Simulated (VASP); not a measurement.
Shape and ions are relaxed at each volume.

Energy against volume of BN (wurtzite). All values below come from r2SCAN+rVV10, VASP's PBE PAW potentials (set 64) (plane waves; VASP).

```
V (Å³/atom)  E (eV/atom)
-----------  -----------
5.545           -9.48705
5.722           -9.50937
5.899           -9.51667
6.076           -9.51089
6.253           -9.49371
```

Q: Fit a third-order Birch-Murnaghan equation of state.

A: 
```yaml
volume_per_atom: 5.91 Å^3/atom
bulk_modulus: 393 GPa
pressure_derivative_of_the_bulk_modulus: 3.61
```

Measured: bulk modulus 375 GPa (computed value off by +4.7 %), as given by Equation of state of wurtzitic boron nitride to 66 GPa, Appl. Phys. Lett., doi 10.1063/1.121186. The calculation is for a static lattice, while the measured bulk modulus holds thermal and zero-point effects, which are part of the difference.

The compound is BN in the wurtzite structure, a metastable high-pressure form. It was relaxed first.
